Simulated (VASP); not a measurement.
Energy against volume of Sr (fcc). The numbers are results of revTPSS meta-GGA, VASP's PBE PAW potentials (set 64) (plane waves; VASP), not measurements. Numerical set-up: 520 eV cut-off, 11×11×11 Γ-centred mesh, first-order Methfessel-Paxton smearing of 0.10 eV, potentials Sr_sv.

```csv
V (Å³/atom),E (eV/atom)
51.030,7.97302
52.659,7.96785
54.288,7.96658
55.916,7.96866
```

Problem. Fit these four points and predict the energy of the run at 57.545 Å³/atom.

Solution. A cubic in V^(−2/3), the third-order Birch-Murnaghan form, passes through the four points with V0 = 54.05 Å³/atom and B0 = 11 GPa, and gives 7.9736 eV/atom there. The run gave 7.9737 eV/atom, +0.1 meV/atom from the fit; all five points give B0 = 11 GPa.

The compound is Sr in the fcc structure. It was relaxed first.
